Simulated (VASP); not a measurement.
OSZICAR of a VASP run on PtS$_{2}$ (atoms displaced from the space group 164 structure):

File OSZICAR:
```
       N       E                     dE             d eps       ncg     rms          rms(c)
DAV:   1     0.988161302114E+02    0.98816E+02   -0.92021E+03  1188   0.106E+03
DAV:   2    -0.126425438122E+02   -0.11146E+03   -0.10917E+03  1455   0.225E+02
DAV:   3    -0.165875165527E+02   -0.39450E+01   -0.39280E+01  1490   0.473E+01
DAV:   4    -0.166298994722E+02   -0.42383E-01   -0.42375E-01  1455   0.522E+00
DAV:   5    -0.166307473852E+02   -0.84791E-03   -0.84788E-03  1511   0.705E-01    0.205E+01
DAV:   6    -0.154643838373E+02    0.11664E+01   -0.79553E+00  1161   0.291E+01    0.132E+01
DAV:   7    -0.152720003415E+02    0.19238E+00   -0.13358E+00  1154   0.128E+01    0.635E+00
DAV:   8    -0.152510040479E+02    0.20996E-01   -0.74820E-02  1378   0.214E+00    0.129E+00
DAV:   9    -0.152462016790E+02    0.48024E-02   -0.15133E-02  1385   0.139E+00    0.213E-01
DAV:  10    -0.152464660324E+02   -0.26435E-03   -0.16895E-03  1441   0.313E-01    0.105E-01
DAV:  11    -0.152465126085E+02   -0.46576E-04   -0.67609E-05  1441   0.686E-02    0.379E-02
DAV:  12    -0.152465144976E+02   -0.18891E-05   -0.16012E-05  1413   0.406E-02    0.933E-03
DAV:  13    -0.152465158118E+02   -0.13143E-05   -0.12966E-06  1151   0.953E-03    0.372E-03
DAV:  14    -0.152465160950E+02   -0.28317E-06   -0.30101E-07   878   0.428E-03
   1 F= -.15246516E+02 E0= -.15246516E+02  d E =-.836297E-17
```

Problem. Which electronic solver shows in the log?

Solution. It is blocked Davidson (ALGO = Normal, or the opening steps of other solvers). The INCAR had ALGO = Normal.

Problem. Can the final energy be trusted as converged?

Solution. The run converged. It stopped with EDIFF = 1E-6, NELM = 100 (PBE GGA, plane waves, VASP's PBE PAW potentials (set 64)).

The compound is PtS2 in the 1T layered structure. The cell was not relaxed at this level, atoms are displaced from their ideal sites. The run is one of a series of settings (KPOINTS 5×5×3 Γ-centred mesh against the base run), some of them coarse on purpose.
